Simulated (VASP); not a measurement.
# Be3CdTe4 (P1) in VASP: relaxation of cell and atoms with PBE

Aim: the relaxation of cell and atoms of Be3CdTe4 with PBE.

All numbers are computed with VASP 6.6.1; they aren't measurements. Logs are shortened: lines on timing, memory, paths and dates and some standing lists are left out, and cuts for length are marked.

### 1 The structure

The typed cell holds 8 atoms: a = 7.296 Å, b = 7.073 Å, c = 7.350 Å, α = 130.84°, β = 132.49°, γ = 70.02°.

The cell was built by a generator and needn't be a form met in nature.

### 2 Relaxation of cell and atoms, PBE

The input, INCAR:

```
ALGO = Fast ; EDIFF = 1E-5
EDIFFG = -0.03 ; ENCUT = 520
GGA = PE ; IBRION = 2
ISIF = 3 ; ISMEAR = 0
ISYM = 0 ; KPAR = 2
LASPH = T ; LCHARG = F
LREAL = Auto ; LWAVE = F
NELM = 80 ; NSW = 110
PREC = Normal ; SIGMA = 0.05
```

The input, KPOINTS:

```
k-points
0
Gamma
  4 4 4
```

The input, POSCAR:

```
Be3CdTe4
1.0
   -3.0481436700      2.9175890100      5.9526996900
    2.8332703200     -2.8600967000      5.8151074400
    3.1690267400      2.9809797700     -5.9236560200
Be Cd Te
3 1 4
Direct
    0.2394407200      0.7624460200      0.5108657400
    0.7458188100      0.2043701800      0.4633764500
    0.9778606500      0.0189207000      0.9798183300
    0.5099910000      0.4851544600      0.9949518900
    0.6765244000      0.6353278200      0.5739249000
    0.0846725800      0.0871024600      0.4293717400
    0.3480933400      0.8764662600      0.9584356500
    0.8953302900      0.3575016400      0.9802717000
```

Potentials or basis: VASP PAW PBE potentials, release 64 (Be, Cd, Te).

The run is started by

```console
$ cat potpaw_PBE.64/Be/POTCAR potpaw_PBE.64/Cd/POTCAR potpaw_PBE.64/Te/POTCAR > POTCAR
$ mpirun -np 2 vasp_std > vasp.out
```

OUTCAR:

```text
EDIFF = 1E-5
   EDIFFG = -0.03
   ENCUT = 520
   GGA = PE
   IBRION = 2
   ISIF = 3
   ISMEAR = 0
   ISYM = 0
   LASPH = T
   LREAL = Auto
   NELM = 80
   NSW = 110
   PREC = Normal

 ion  position               nearest neighbor table
   1  0.239  0.762  0.511-   7 2.35   6 2.45   8 2.61   5 2.79
   2  0.746  0.204  0.463-   6 2.45   7 2.52   5 2.54   8 2.57
   3  0.978  0.019  0.980-   8 2.26   5 2.39   6 2.54   7 2.62
   4  0.510  0.485  0.995-   8 2.70   7 2.73   6 2.84   5 2.95
   5  0.677  0.635  0.574-   3 2.39   2 2.54   1 2.79   4 2.95   6 3.68
   6  0.085  0.087  0.429-   1 2.45   2 2.45   3 2.54   4 2.84   5 3.68
   7  0.348  0.876  0.958-   1 2.35   2 2.52   3 2.62   4 2.73
   8  0.895  0.358  0.980-   3 2.26   2 2.57   1 2.61   4 2.70

IMPORTANT INFORMATION: All symmetrisations will be switched off!
NOSYMM: (Re-)initialisation of all symmetry stuff for point group C_1.

----------------------------------------------------------------------------------------

                                     Primitive cell

  volume of cell :     208.1588

  direct lattice vectors                    reciprocal lattice vectors
    -3.048143670  2.917589010  5.952699690    -0.001885524  0.169157114  0.084116744
     2.833270320 -2.860096700  5.815107440     0.168273756 -0.003882179  0.088069147
     3.169026740  2.980979770 -5.923656020     0.163295439  0.166175451  0.002169820

  length of vectors
     7.296447016  7.072697391  7.349739554     0.188926734  0.189966584  0.232990105

  position of ions in fractional coordinates (direct lattice)
     0.239440720  0.762446020  0.510865740
     0.745818810  0.204370180  0.463376450
     0.977860650  0.018920700  0.979818330
     0.509991000  0.485154460  0.994951890
     0.676524400  0.635327820  0.573924900
     0.084672580  0.087102460  0.429371740
     0.348093340  0.876466260  0.958435650
     0.895330290  0.357501640  0.980271700

  ion indices of the primitive-cell ions
   primitive index   ion index
                 1           1
                 2           2
                 3           3
                 4           4
                 5           5
                 6           6
                 7           7
                 8           8

----------------------------------------------------------------------------------------

 KPOINTS: k-points

Automatic generation of k-mesh.
 Grid dimensions read from file:
 generate k-points for:    4    4    4

 Generating k-lattice:

[... 85 lines left out ...]
   LORBIT       =      0    0 simple, 1 ext, 2 COOP (PROOUT), +10 PAW based schemes
   GGA     = PE    functional components
   LHFCALC =     F    Hartree Fock is set to
   AEXX    =    0.0000 exact exchange contribution
   IVDW    =     0    specifies the selected vdW correction
   LEPSILON=     F    determine dielectric tensor
   LRPA    =     F    only Hartree local field effects (RPA)
 conjugate gradient relaxation of ions
 non-spin polarized calculation
 RMM-DIIS sequential band-by-band and
 Gauss-broadening in eV      SIGMA  =   0.05
  energy-cutoff  :      520.00
  volume of cell :      208.16
 maximum number of plane-waves:      5628
   NGX = 27   NGY = 27   NGZ = 27

--------------------------------------- Ionic step        1  -------------------------------------------

 number of electron      41.9999999 magnetization

 Free energy of the ion-electron system (eV)
  ---------------------------------------------------
  ext. energy  EPLUGINS =         0.00000000
  ---------------------------------------------------
  free energy    TOTEN  =       -26.65852253 eV

  energy without entropy =      -26.65852253  energy(sigma->0) =      -26.65852253

------------------------ aborting loop because EDIFF is reached ----------------------------------------

  FORCE on cell =-STRESS in cart. coord.  units (eV):
  Direction    XX          YY          ZZ          XY          YZ          ZX
  --------------------------------------------------------------------------------------
  -------------------------------------------------------------------------------------
  Total       -0.0780764      0.7183898      1.0941453     -2.8405109     -1.1609652      2.0330677
  in kB       -0.6009463      5.5293726      8.4215246    -21.8631218     -8.9358305     15.6483140
  external PRESSURE =       4.4499836 kB  Pullay stress =       0.0000000 kB
[... 107 lines left out ...]
  FREE ENERGIE OF THE ION-ELECTRON SYSTEM (eV)
  ---------------------------------------------------
  free  energy   TOTEN  =       -27.1436033183 eV

  energy  without entropy=      -27.1436033183  energy(sigma->0) =      -27.14360332

[... ionic steps 4 to 13 ...]

--------------------------------------- Ionic step       14  -------------------------------------------

 number of electron      41.9999993 magnetization

------------------------ aborting loop because EDIFF is reached ----------------------------------------
[... 79 lines left out ...]
--------------------------------------- Ionic step       16  -------------------------------------------

 number of electron      41.9999995 magnetization

 Free energy of the ion-electron system (eV)
  ---------------------------------------------------
  ext. energy  EPLUGINS =         0.00000000
  ---------------------------------------------------
  free energy    TOTEN  =       -27.34700079 eV

  energy without entropy =      -27.34700079  energy(sigma->0) =      -27.34700079

 E-fermi :   4.2842     XC(G=0):  -8.8685

 val. band max:        4.0484636541   @ k =   0.0000   0.0000   0.0000
 cond. band min:       6.0932204133   @ k =   0.5000   0.5000   0.5000
 fundamental gap:      2.0447567592
 Fermi energy:         4.2841885641

 k-point     1 :       0.0000    0.0000    0.0000
  band No.  band energies     occupation
      1      -7.8203      2.00000
      2      -6.4481      2.00000
      3      -6.4140      2.00000
      4      -6.4137      2.00000
      5      -4.0701      2.00000
      6      -4.0645      2.00000
[... 685 lines left out ...]
     25       7.8591      0.00000
     26       8.6533      0.00000

 [... further k-points ...]

------------------------ aborting loop because EDIFF is reached ----------------------------------------

  FORCE on cell =-STRESS in cart. coord.  units (eV):
  Direction    XX          YY          ZZ          XY          YZ          ZX
  --------------------------------------------------------------------------------------
  -------------------------------------------------------------------------------------
  Total        0.0410952      0.0651941      0.0500852      0.0375421      0.0070957      0.0015665
  in kB        0.3204511      0.5083685      0.3905525      0.2927446      0.0553310      0.0122154
  external PRESSURE =       0.4064574 kB  Pullay stress =       0.0000000 kB
[... 23 lines left out ...]
  FREE ENERGIE OF THE ION-ELECTRON SYSTEM (eV)
  ---------------------------------------------------
  free  energy   TOTEN  =       -27.3470007925 eV

  energy  without entropy=      -27.3470007925  energy(sigma->0) =      -27.34700079

 reached required accuracy - stopping structural energy minimisation
```

CONTCAR:

```text
Be3CdTe4
   1.00000000000000
    -2.9647056612507767    2.9594230069978233    5.8563720892190805
     2.9600650095052021   -2.9647081990184452    5.8566723979024395
     2.9637941661160632    2.9629524706649430   -5.8592867254023338
  Be              Cd              Te
     3     1     4
Direct
     0.2456881216033727    0.7403674674850380    0.4840932236504514
     0.7460498760794659    0.2397502243303506    0.4842695564984580
     0.9984326081109417    0.9915585175822650    0.9875587883898809
     0.4991578467820300    0.4922064142605062    0.9905975860502435
     0.6377964899583025    0.6314985554770053    0.5387771748270752
     0.0877933546081510    0.0822084817655582    0.4371411850398926
     0.3566410278415174    0.8995826224299927    0.9844233617431674
     0.9061724650162113    0.3501172566692810    0.9841555238008364

  0.00000000E+00  0.00000000E+00  0.00000000E+00
  0.00000000E+00  0.00000000E+00  0.00000000E+00
  0.00000000E+00  0.00000000E+00  0.00000000E+00
  0.00000000E+00  0.00000000E+00  0.00000000E+00
  0.00000000E+00  0.00000000E+00  0.00000000E+00
  0.00000000E+00  0.00000000E+00  0.00000000E+00
  0.00000000E+00  0.00000000E+00  0.00000000E+00
  0.00000000E+00  0.00000000E+00  0.00000000E+00
```

Wall time 4.8 min (2 MPI ranks of Intel Xeon 6975P-C (Granite Rapids), shared host); peak memory 0.33 GiB.

What came out:

```yaml
Free_energy: -27.3470 eV
Relaxed_volume: 25.68 Å³/atom
Relaxed_cell: a = 7.200 Å, b = 7.201 Å, c = 7.204 Å, α = 131.43°, β = 131.44°, γ = 71.15°
Space_group_after_relaxing_to_0.05_Å: Cm (No. 8)
Energy_gained_by_relaxing: 86.1 meV/atom
Ionic_steps: 16
Pressure_after_relaxing: 0.0 GPa
Largest_force_after_relaxing: 0.021 eV/Å
Band_gap_on_the_k_mesh: 2.04 eV, indirect (least direct gap 2.12 eV)
```

Forces on the atoms (eV/Å):
```
Be   0.006  0.009  0.001
Be  -0.001  0.007  0.008
Be  -0.003 -0.016  0.001
Cd  -0.011 -0.014  0.010
Te  -0.007 -0.005  0.002
Te   0.001  0.009 -0.007
Te   0.016 -0.007 -0.006
Te  -0.001  0.018 -0.008
```

Step by step:
```csv
step,energy change (eV),largest force (eV/Å),pressure (GPa),volume (Å³)
1,0.0000,1.5692,0.44,208.16
2,-0.4308,0.9412,-0.83,210.24
3,-0.4851,0.6361,-1.09,211.32
4,-0.5982,0.4433,-0.02,205.83
5,-0.6127,0.4478,0.75,202.86
6,-0.6533,0.2495,0.11,205.19
7,-0.6544,0.2466,-0.01,205.64
8,-0.6731,0.1264,-0.16,206.21
9,-0.6765,0.1347,-0.23,206.55
10,-0.6828,0.0851,0.08,205.14
11,-0.6835,0.0939,0.28,204.41
12,-0.6870,0.0794,0.05,205.44
13,-0.6870,0.0815,0.02,205.55
14,-0.6881,0.0442,-0.08,205.89
15,-0.6881,0.0418,-0.07,205.91
16,-0.6885,0.0206,0.04,205.47
```

Final structure:
```
Be Cd Te
1.0
    -2.96471    2.95942    5.85637
     2.96007   -2.96471    5.85667
     2.96379    2.96295   -5.85929
Be Cd Te
3 1 4
Direct
  0.24569 0.74037 0.48409
  0.74605 0.23975 0.48427
  0.99843 0.99156 0.98756
  0.49916 0.49221 0.99060
  0.63780 0.63150 0.53878
  0.08779 0.08221 0.43714
  0.35664 0.89958 0.98442
  0.90617 0.35012 0.98416
```

Caveat: spin-orbit coupling is left out, which moves the levels of the heavy elements.
